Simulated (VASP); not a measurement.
Method: RPBE GGA, VASP's PBE PAW potentials (set 64) (plane waves; VASP).

VASP input:

### POSCAR
```
Se
1
    3.2511386216    -5.6311372358    -0.0000000000
    3.2511386216     5.6311372358     0.0000000000
    0.0000000000    -0.0000000000     4.9908027807
Se
3
Direct
  0.0000000000   0.1507391274   0.6666670000
  0.8492608726   0.8492608726   0.0000000000
  0.1507391274   0.0000000000   0.3333330000
```

### INCAR
```
ALGO = Normal
EDIFF = 1E-7
ENCUT = 520
GGA = RP
ISIF = 2
ISMEAR = -5
LASPH = .TRUE.
LCHARG = .TRUE.
LEFG = .TRUE.
LMAXMIX = 4
LORBIT = 11
LREAL = .FALSE.
LWAVE = .FALSE.
NEDOS = 601
NELM = 100
PREC = Accurate
SYSTEM = Se
```

**KPOINTS**
```
Regular mesh
0
gamma
 5 5 5
```

POTCAR, in this order: Se (PBE.64 set). Program: vasp_std.

Without a dispersion term in the relaxation, distances and binding between the weakly bound layers, chains or molecules are unreliable, and so is what depends on them.

**Question.** What does the run give for the energy per atom (σ→0)?

**Answer.** 
| Property | Result |
|---|---|
| energy per atom (σ→0) | -3.279 eV/atom |

**OSZICAR**
```
...
DAV:   7    -0.983735620721E+01    0.38011E-01   -0.11404E-01   539   0.230E+00    0.229E-01
DAV:   8    -0.983640128644E+01    0.95492E-03   -0.96568E-03   524   0.699E-01    0.108E-01
DAV:   9    -0.983615859245E+01    0.24269E-03   -0.72537E-04   539   0.212E-01    0.308E-02
DAV:  10    -0.983606083363E+01    0.97759E-04   -0.23568E-04   529   0.120E-01    0.129E-02
DAV:  11    -0.983605294679E+01    0.78868E-05   -0.20092E-05   559   0.349E-02    0.465E-03
DAV:  12    -0.983605270996E+01    0.23684E-06   -0.22417E-06   549   0.128E-02    0.101E-03
DAV:  13    -0.983605276861E+01   -0.58651E-07   -0.16166E-07   422   0.314E-03
   1 F= -.98360528E+01 E0= -.98360528E+01  d E =0.000000E+00
```

The compound is Se in the trig structure. It was relaxed first, which changed the volume by +123 %.
